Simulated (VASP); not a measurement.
```
CELL_PARAMETERS angstrom
      0.00000     2.05627     2.05627
      2.05627     0.00000     2.05627
      2.05627     2.05627     0.00000
ATOMIC_POSITIONS crystal
  Au 0.00000 0.00000 0.00000
```

Level of theory: PBE GGA, VASP's PBE PAW potentials (set 64) (plane waves; VASP). Numerical set-up: 520 eV cut-off, 15×15×15 Γ-centred mesh, first-order Methfessel-Paxton smearing of 0.10 eV, potentials Au.

Unless said otherwise, spin-orbit coupling is left out, though it shifts the bands of the heavy elements here.

Q: What does the run give for the energy per atom (σ→0), pressure, band gap (on the k-mesh) with the smallest direct gap where there is one?

A: 
The band gap (on the k-mesh) is none (metal, semimetal or under 0.01 eV), the energy per atom (σ→0) is -3.211 eV/atom and the pressure comes out as 4.72 GPa.

Total energies compare only between runs with the same potentials, cut-off and functional.

The compound is Au in the fcc structure. This cell is one point of a volume scan, at 0.97 of the reference volume.
